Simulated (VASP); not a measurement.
Computed with LDA (Ceperley-Alder, Perdew-Zunger), VASP's LDA PAW potentials (set 64) (plane waves; VASP).

VASP ran on this input.

INCAR:
```
ALGO  =  Normal
EDIFF  =  1E-6
EDIFFG  =  -0.02
ENCUT  =  500
IBRION  =  2
ISIF  =  3
ISMEAR  =  1
LASPH  =  .True.
LCHARG  =  .False.
LMAXMIX  =  4
LREAL  =  .False.
LWAVE  =  .False.
NELM  =  100
NSW  =  40
PREC  =  Accurate
PSTRESS  =  50
SIGMA  =  0.1
SYSTEM  =  Pd
```

### POSCAR
```
Pd
1
   -0.0000000000     1.9076309808     1.9076309808
    1.9076309808     0.0000000000     1.9076309808
    1.9076309808     1.9076309808     0.0000000000
Pd
1
Direct
  0.0000000000   0.0000000000   0.0000000000
```

File KPOINTS:
```
Automatic mesh
0
Gamma
16 16 16
0 0 0
```

POTCAR, in this order: Pd (LDA.64 set). Program: vasp_std.

The run wrote:

**OSZICAR**
```
       N       E                     dE             d eps       ncg     rms          rms(c)
DAV:   1     0.364592515533E+02    0.36459E+02   -0.52683E+03  2634   0.101E+03
DAV:   2    -0.646295731018E+01   -0.42922E+02   -0.41636E+02  2801   0.192E+02
DAV:   3    -0.683665693782E+01   -0.37370E+00   -0.37308E+00  3056   0.208E+01
DAV:   4    -0.683851691728E+01   -0.18600E-02   -0.18598E-02  3127   0.137E+00
DAV:   5    -0.683853586647E+01   -0.18949E-04   -0.18949E-04  3097   0.118E-01    0.966E+00
DAV:   6    -0.651258056064E+01    0.32596E+00   -0.14118E+00  2673   0.113E+01    0.462E+00
DAV:   7    -0.649495773504E+01    0.17623E-01   -0.11149E-02  3028   0.940E-01    0.235E+00
DAV:   8    -0.648888869520E+01    0.60690E-02   -0.16277E-03  2865   0.393E-01    0.673E-02
DAV:   9    -0.648889565045E+01   -0.69552E-05   -0.14353E-05  3562   0.403E-02    0.188E-02
DAV:  10    -0.648889886805E+01   -0.32176E-05   -0.18747E-06  2998   0.141E-02    0.233E-03
DAV:  11    -0.648889885308E+01    0.14971E-07   -0.26308E-08  1447   0.145E-03
   1 F= -.60556150E+01 E0= -.60556794E+01  d E =-.605561E+01
```

OUTCAR:
```
------------------------ aborting loop because EDIFF is reached ----------------------------------------
  FORCE on cell =-STRESS in cart. coord.  units (eV):
  Direction    XX          YY          ZZ          XY          YZ          ZX
  --------------------------------------------------------------------------------------
  Total        0.4273407      0.4273407      0.4273407      0.0000000      0.0000000      0.0000000
  in kB       49.3141709     49.3141709     49.3141709      0.0000000      0.0000000      0.0000000
  external PRESSURE =      -0.6858291 kB  Pullay stress =      50.0000000 kB
  volume of cell :       13.88
      direct lattice vectors                 reciprocal lattice vectors
     0.000000000  1.907630981  1.907630981    -0.262105200  0.262105200  0.262105200
     1.907630981  0.000000000  1.907630981     0.262105200 -0.262105200  0.262105200
     1.907630981  1.907630981  0.000000000     0.262105200  0.262105200 -0.262105200
 POSITION                                       TOTAL-FORCE (eV/Angst)
 -----------------------------------------------------------------------------------
      0.00000      0.00000      0.00000         0.000000      0.000000      0.000000
 -----------------------------------------------------------------------------------
    total drift:                               -0.000000     -0.000000     -0.000000
  FREE ENERGIE OF THE ION-ELECTRON SYSTEM (eV)
  ---------------------------------------------------
  free  energy   TOTEN  =        -6.4888988531 eV

  energy  without entropy=       -6.4890922220  energy(sigma->0) =       -6.48896331
  enthalpy is  TOTEN    =        -6.0556149863 eV   P V=        0.4332838668

 reached required accuracy - stopping structural energy minimisation
```
(Selected blocks of OUTCAR.)

The compound is Pd in the fcc structure. It was relaxed first under an external pressure of 5 GPa.
